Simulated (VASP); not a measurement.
```yaml
crystal:
  lattice:
    - [3.86076, 0.00000, 0.00000]
    - [0.00000, 3.86076, 0.00000]
    - [0.00000, 0.00000, 3.86076]
  atoms:
    - { symbol: Sr, position: [0.00000, 0.00000, 0.00000] }
    - { symbol: V, position: [0.50000, 0.50000, 0.50000] }
    - { symbol: O, position: [0.50000, 0.00000, 0.50000] }
    - { symbol: O, position: [0.00000, 0.50000, 0.50000] }
    - { symbol: O, position: [0.50000, 0.50000, 0.00000] }
```

The numbers are results of PW91 GGA, VASP's PBE PAW potentials (set 64) (plane waves; VASP), not measurements. Numerical set-up: 520 eV cut-off, 9×9×9 Γ-centred mesh, tetrahedra with Blöchl corrections, potentials Sr_sv V_sv O.

The cores are frozen, which limits the accuracy of field gradients.

**Question.** Give the principal components of the electric field gradient (V/Å²) and the asymmetry η at each nucleus.

**Answer.** 
```tsv
atom	Vxx	Vyy	Vzz	η
Sr1	0.0	0.0	0.0	-
V2	0.0	0.0	0.0	-
O3	-15.6	-15.6	31.2	0.00
O4	-15.6	-15.6	31.2	0.00
O5	-15.6	-15.6	31.2	0.00
```

The compound is SrVO3 in the cubic perovskite structure. It was relaxed first. The run is not spin-polarised, so no magnetic state was tried.
